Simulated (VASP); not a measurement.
DyScO3:

```
Dy Sc O
1.0
     5.72630    0.00000    0.00000
     0.00000    7.91320    0.00000
     0.00000    0.00000    5.44940
Dy Sc O
4 4 12
Cartesian
  5.3787 1.9783 0.0937
  0.3476 5.9349 5.3557
  3.2107 5.9349 2.8184
  2.5156 1.9783 2.6310
  2.8632 0.0000 0.0000
  2.8632 3.9566 0.0000
  0.0000 0.0000 2.7247
  0.0000 3.9566 2.7247
  1.7408 7.4321 3.7743
  3.9855 3.4755 1.6751
  1.1224 0.4811 1.0496
  4.6039 4.4377 4.3998
  3.9855 0.4811 1.6751
  1.7408 4.4377 3.7743
  4.6039 7.4321 4.3998
  1.1224 3.4755 1.0496
  3.1781 1.9783 4.7977
  2.5482 5.9349 0.6517
  5.4114 5.9349 2.0730
  0.3149 1.9783 3.3764
```

```yaml
Program: VASP 6.6.1
Task: relaxation of cell and atoms
Functional: PBE
Potentials_or_basis: VASP PAW PBE potentials, release 64 (Dy_3, Sc_sv, O), 4f in core
Cutoff: 600 eV
k_mesh: 4 × 3 × 4
Occupations: gaussian, width 0.05 eV
Spin: no spin polarisation
```

At the start: pressure 1.7 GPa; volume 12.35 Å³/atom.

Problem. How do energy, volume and symmetry change on relaxing?

Solution. Over 20 steps the energy falls by 10.7 meV/atom and the volume is 12.49 Å³/atom (+1.2 %); space group Pnma (No. 62, to 0.05 Å).

The path:
```tsv
step	energy change (eV)	largest force (eV/Å)	pressure (GPa)	volume (Å³)
1	0.0000	0.5899	1.70	246.93
2	-0.1363	0.3057	-1.49	251.64
3	-0.1433	0.2491	-2.34	252.94
4	-0.1945	0.2038	0.85	248.89
5	-0.1995	0.1531	-0.01	249.82
6	-0.2057	0.0886	0.08	249.70
7	-0.2074	0.0541	0.14	249.61
8	-0.2103	0.0381	-0.17	250.02
9	-0.2107	0.0377	-0.26	250.17
10	-0.2103	0.0366	-0.47	250.49
11	-0.2107	0.0385	-0.34	250.26
12	-0.2117	0.0283	0.16	249.53
13	-0.2118	0.0297	0.05	249.70
14	-0.2125	0.0244	0.07	249.69
15	-0.2130	0.0258	0.08	249.67
16	-0.2135	0.0183	-0.01	249.89
17	-0.2137	0.0141	-0.14	250.05
18	-0.2140	0.0112	0.08	249.79
19	-0.2140	0.0119	0.04	249.82
20	-0.2141	0.0067	0.04	249.84
```

Final structure:
```cif
data_structure
_symmetry_space_group_name_H-M 'P 1'
_symmetry_Int_Tables_number 1
_cell_length_a 5.7432
_cell_length_b 7.9832
_cell_length_c 5.4491
_cell_angle_alpha 90.000
_cell_angle_beta 90.000
_cell_angle_gamma 90.000
_cell_volume 249.84
loop_
_atom_site_label
_atom_site_type_symbol
_atom_site_fract_x
_atom_site_fract_y
_atom_site_fract_z
_atom_site_occupancy
Dy1 Dy 0.93781 0.25000 0.02043 1
Dy2 Dy 0.06219 0.75000 0.97957 1
Dy3 Dy 0.56219 0.75000 0.52043 1
Dy4 Dy 0.43781 0.25000 0.47957 1
Sc1 Sc 0.50000 0.00000 0.00000 1
Sc2 Sc 0.50000 0.50000 0.00000 1
Sc3 Sc 0.00000 0.00000 0.50000 1
Sc4 Sc 0.00000 0.50000 0.50000 1
O1 O 0.30622 0.93132 0.69125 1
O2 O 0.69378 0.43132 0.30875 1
O3 O 0.19378 0.06868 0.19125 1
O4 O 0.80622 0.56868 0.80875 1
O5 O 0.69378 0.06868 0.30875 1
O6 O 0.30622 0.56868 0.69125 1
O7 O 0.80622 0.93132 0.80875 1
O8 O 0.19378 0.43132 0.19125 1
O9 O 0.55724 0.25000 0.86896 1
O10 O 0.44276 0.75000 0.13104 1
O11 O 0.94276 0.75000 0.36896 1
O12 O 0.05724 0.25000 0.63104 1
```
